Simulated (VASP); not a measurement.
# HfN: structure and properties in VASP, part 4 of 4

What structure does HfN take at this level, and what are its properties? The start is a cell from a database of measured crystal structures.

VASP 6.6.1; PBE with D3(BJ); plane waves and PAW (Hf_pv, N).

Still holding for the runs below: This run has no spin polarisation. Its electron count is odd, so without a moment it is a metal by construction. The k-mesh is coarse for a metal.

So far. Step 6 (Density of states (PBE + D3(BJ))): The finer mesh and the other smearing move the Fermi level by -0.23 eV from the 7×7×7 run, one measure of the sampling error in the zero of the bands above. Of the states within 0.3 eV of the Fermi level, the largest shares in the PAW spheres are Hf d 54 % and N p 13 %. The rest lies in smaller channels or between the spheres. The relaxed cell has a = 4.505 Å (conventional setting).

### 8. Field gradients at the nuclei (PBE + D3(BJ)) (continued)

Parts of OUTCAR (step 8):

```text
   NELECT =      15.0000    total number of electrons

 E-fermi :   8.7416

 k-point     1 :       0.0000    0.0000    0.0000
  band No.  band energies     occupation
    ...
      6       5.4112      2.00000
      7       5.4112      2.00000
      8       8.1150      2.00000
      9       8.1150      2.00000
     10       8.1150      2.00000
     11      10.3370      0.00000
     12      10.4572      0.00000
     13      10.4572      0.00000

 Edisp (eV)   -0.77937

  Total       0.00398     0.00398     0.00398    -0.00000    -0.00000    -0.00000
  in kB       0.27883     0.27883     0.27883    -0.00000    -0.00000    -0.00000
  external pressure =        0.28 kB  Pullay stress =        0.00 kB

 POSITION                                       TOTAL-FORCE (eV/Angst)
 -----------------------------------------------------------------------------------
      0.00000      0.00000      0.00000         0.000000     -0.000000      0.000000
      2.25254      2.25254      2.25254        -0.000000      0.000000     -0.000000
 -----------------------------------------------------------------------------------
    total drift:                                0.000000     -0.000000     -0.000000

  FREE ENERGIE OF THE ION-ELECTRON SYSTEM (eV)
  ---------------------------------------------------
  free  energy   TOTEN  =       -22.5087081974 eV

  energy  without entropy=      -22.5063588749  energy(sigma->0) =      -22.50753354

 Electric field gradients after diagonalization (V/A^2)
 (convention: |V_zz| > |V_xx| > |V_yy|)
----------------------------------------------------------------------
 ion       V_xx      V_yy      V_zz     asymmetry (V_yy - V_xx)/ V_zz
----------------------------------------------------------------------
   1       0.000     0.000    -0.001       0.000
   2      -0.001    -0.001     0.002       0.000
----------------------------------------------------------------------

[... 9 parts as in an earlier step ...]

[... 8 further parts left out ...]
```

Numbers from this step:

```yaml
scf_cycles: 14
irreducible_k_points: 20
free_energy_toten: -22.51 eV
fermi_energy: 8.742 eV
pressure: 0.02788 GPa
```

Electric field gradients, by row:

```tsv
atom	Vxx (V/Å²)	Vyy (V/Å²)	Vzz (V/Å²)	asymmetry
Hf1	0	0	-0.001	-
N2	-0.001	-0.001	0.002	-
```

All gradients vanish within the noise.

The run ends at a pressure of 0.03 GPa.

### 9. Ionic relaxation at fixed cell (PBE + D3(BJ)), changed input

This run is made with a changed input; what comes of it follows.

Input file INCAR:

```
SYSTEM = HfN
PREC = Low
ENCUT = 220
EDIFF = 1E-06
NELM = 99
ISMEAR = 0
SIGMA = 0.05
LREAL = .FALSE.
ALGO = Normal
GGA = PE
IVDW = 12
NBANDS = 13
LASPH = .TRUE.
LORBIT = 11
LWAVE = .FALSE.
LCHARG = .FALSE.
KPAR = 2
IBRION = 2
NSW = 30
ISIF = 2
EDIFFG = -0.01
```

Input file POSCAR:

```
HfN
1.0
    0.0000000000      2.2525383117      2.2525383117
    2.2525383117      0.0000000000      2.2525383117
    2.2525383117      2.2525383117      0.0000000000
Hf N
1 1
Direct
    0.0000000000      0.0000000000      0.0000000000
    0.5000000000      0.5000000000      0.5000000000
```

Input file KPOINTS:

```
Automatic mesh
0
Gamma
7 7 7
0 0 0
```

PAW data sets: Hf_pv and N (PBE family, release 64).

Launch:

```sh
$ mpirun -np 2 vasp_std
```

Output:

```text
[... set-up lines as in an earlier step ...]
 entering main loop
       N       E                     dE             d eps       ncg     rms          rms(c)
DAV:   1     0.158150314143E+02    0.15815E+02   -0.47394E+03   535   0.553E+02
DAV:   2    -0.226728917708E+02   -0.38488E+02   -0.36553E+02   669   0.162E+02
DAV:   3    -0.237029367018E+02   -0.10300E+01   -0.10265E+01   595   0.219E+01
DAV:   4    -0.237066410001E+02   -0.37043E-02   -0.37041E-02   605   0.159E+00
DAV:   5    -0.237066676842E+02   -0.26684E-04   -0.26685E-04   580   0.109E-01    0.541E+01
DAV:   6    -0.219156632430E+02    0.17910E+01   -0.43663E+00   565   0.160E+01    0.414E+01
DAV:   7    -0.218188242570E+02    0.96839E-01   -0.26167E-01   615   0.410E+00    0.180E+01
DAV:   8    -0.218045629944E+02    0.14261E-01   -0.30081E-02   595   0.148E+00    0.153E+00
DAV:   9    -0.218029774733E+02    0.15855E-02   -0.44886E-03   585   0.523E-01    0.968E-01
DAV:  10    -0.218028981972E+02    0.79276E-04   -0.47029E-04   600   0.190E-01    0.168E-01
DAV:  11    -0.218028878760E+02    0.10321E-04   -0.36909E-05   590   0.544E-02    0.380E-02
DAV:  12    -0.218028883038E+02   -0.42781E-06   -0.21449E-06   476   0.123E-02
   1 F= -.22582254E+02 E0= -.22581300E+02  d E =-.225823E+02
 curvature:   0.00 expect dE= 0.000E+00 dE for cont linesearch  0.000E+00
 trial: gam= 0.00000 g(F)=  0.522E-62 g(S)=  0.000E+00 ort = 0.000E+00 (trialstep = 0.100E+01)
 search vector abs. value=  0.100E-09
 reached required accuracy - stopping structural energy minimisation
```

The job ended after 2.2 s (2 MPI ranks of Intel Xeon Platinum 8259CL at 2.50GHz (Skylake/Cascade Lake), shared host; peak memory 0.21 GiB; 3.1 s of CPU time).

From OUTCAR (step 9):

```text
   ENCUT  =  220.0 eV  16.17 Ry    4.02 a.u.   3.85  3.85  3.85*2*pi/ulx,y,z

   NELECT =      15.0000    total number of electrons

 E-fermi :   8.8332

 k-point     1 :       0.0000    0.0000    0.0000
  band No.  band energies     occupation
    ...
      6       5.5506      2.00000
      7       5.5606      2.00000
      8       8.1906      2.00000
      9       8.1906      2.00000
     10       8.1907      2.00000
     11      10.0313      0.00000
     12      10.5342      0.00000
     13      10.5342      0.00000

 Edisp (eV)   -0.77937

  Total      -7.77361    -7.77361    -7.77361     0.00000     0.00000    -0.00000
  in kB    -544.86260  -544.86260  -544.86260     0.00000     0.00000    -0.00000
  external pressure =     -544.86 kB  Pullay stress =        0.00 kB

 POSITION                                       TOTAL-FORCE (eV/Angst)
 -----------------------------------------------------------------------------------
      0.00000      0.00000      0.00000         0.000000     -0.000000      0.000000
      2.25254      2.25254      2.25254        -0.000000      0.000000     -0.000000
 -----------------------------------------------------------------------------------
    total drift:                                0.000000      0.000000      0.000000

  FREE ENERGIE OF THE ION-ELECTRON SYSTEM (eV)
  ---------------------------------------------------
  free  energy   TOTEN  =       -22.5822544375 eV

  energy  without entropy=      -22.5803459235  energy(sigma->0) =      -22.58130018

[... 6 parts as in an earlier step ...]

[... 11 further parts left out ...]
```

Convergence was reached, but on settings outside the sound range, so the numbers are no properties of the crystal.

Against the sound run on this cell (field gradients at the nuclei (PBE + D3(BJ))) the energy at zero smearing moves by -36.9 meV an atom and the pressure by -54.51 GPa.

The fault in the input: cutoff too low (ENCUT = 220 and PREC = "Low"). Raise ENCUT.

### 10. What came out

| Quantity | Value |
| --- | --- |
| relaxed volume | 11.43 Å³/atom |
| relaxed conventional cell a, b, c | 4.505, 4.505, 4.505 Å |
| space group after relaxing, within 0.02 Å | Fm-3m (No. 225) |
| band gap | none, a metal |
| DOS at the Fermi level | 0.643 states/eV/cell |
| highest zone-centre mode | 506 cm⁻¹ |
| largest field gradient Vzz | zero within the noise on all sites |

In words: With PBE + D3(BJ), HfN relaxes to 11.43 Å³/atom in space group Fm-3m (held by the symmetry of the run) and comes out as a metal. Against the listed cell the volume lies -2.9 %. Band structure (PBE + D3(BJ)): Of the bands kept, 3 cross the Fermi level on this path. Zone-centre phonons (PBE + D3(BJ)): The highest mode in this list at Γ, 506.0 cm⁻¹, is mostly motion of N (93 % of the kinetic energy). Spin-orbit coupling is left out, and with elements this heavy it would split and shift bands near the Fermi level. The k-sampling is coarse for a metal, so the Fermi level, pressures and the shape of the cell carry errors. With an odd electron count and no spin the cell is a metal by construction. Modes at Γ alone can't show that the crystal is stable at other wave vectors. No search among competing phases was made, and a listed structure need not be the one stable at ambient conditions. All values are for a static lattice at zero temperature.

[Lines on the potential files, build, host, timing and source positions are cut from VASP's logs without a mark.]

[Logs are printed without paths, hosts, clocks, repeated set-up lines and the standing remarks that a program may print on its own settings, such as how far it seeks lower states.]

[Hosts, paths, dates, database ids (printed as entryN), source tags and the programs' standing remarks are cut or masked in the printed files.]

[A measured line is paired with the nearest computed mode of its activity, which favours agreement.]
